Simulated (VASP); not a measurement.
Crystal: Ga2GeSe2.

```
Ga Ge Se
1.0
     4.59713    0.00000    0.00000
    -2.29856    3.98123    0.00000
     0.00000    0.00000    6.98372
Ga Ge Se
2 1 2
Direct
  0.00000 0.00000 0.28206
  0.00000 0.00000 0.71794
  0.00000 0.00000 0.00000
  0.33333 0.66667 0.50000
  0.66667 0.33333 0.50000
```

The cell was built by a generator and needn't be a form met in nature.

```yaml
Program: VASP 6.6.1
Task: relaxation of cell and atoms
Functional: PBE
Potentials_or_basis: VASP PAW PBE potentials, release 64 (Ga_d, Ge_d, Se)
Cutoff: 520 eV
k_mesh: 4 × 4 × 2
Occupations: gaussian, width 0.15 eV
Spin: no spin polarisation
```

At the start: pressure 12.3 GPa; volume 25.56 Å³/atom.

Problem. How do energy, volume and symmetry change on relaxing?

Solution. Over 13 steps the energy falls by 583.8 meV/atom and the volume is 31.16 Å³/atom (+21.9 %); space group P6/mmm (No. 191, to 0.05 Å).

The path:
| step | energy change (eV) | largest force (eV/Å) | pressure (GPa) | volume (Å³) |
| --- | --- | --- | --- | --- |
| 1 | 0.0000 | 7.8735 | 12.34 | 127.82 |
| 2 | -2.6371 | 0.5083 | -0.40 | 164.70 |
| 3 | -2.8190 | 0.3619 | 1.28 | 148.41 |
| 4 | -2.8292 | 0.0092 | 0.75 | 152.74 |
| 5 | -2.8325 | 0.1609 | 0.49 | 151.24 |
| 6 | -2.8294 | 0.2719 | 0.82 | 149.82 |
| 7 | -2.8316 | 0.1508 | 0.65 | 150.44 |
| 8 | -2.8655 | 0.1769 | 0.65 | 153.16 |
| 9 | -2.8876 | 0.2697 | -1.01 | 161.34 |
| 10 | -2.8932 | 0.3337 | -0.80 | 158.88 |
| 11 | -2.9104 | 0.1620 | -0.62 | 158.09 |
| 12 | -2.9157 | 0.0533 | -0.39 | 157.44 |
| 13 | -2.9190 | 0.0486 | 0.22 | 155.80 |

Final structure:
```xyz
5
Lattice="4.7863 0.0000 0.0000 -2.3931 4.1450 0.0000 0.0000 0.0000 7.8534" Properties=species:S:1:pos:R:3 pbc="T T T"
Ga    0.0000    0.0000    2.5799
Ga    0.0000    0.0000    5.2735
Ge    0.0000    0.0000    0.0000
Se    0.0000    2.7633    3.9267
Se    2.3931    1.3817    3.9267
```

Caveat: the k mesh is coarse (spacing up to 0.45 Å⁻¹), so the values aren't converged; the volume moved by over 15 % at a fixed basis, so the end points are rough.
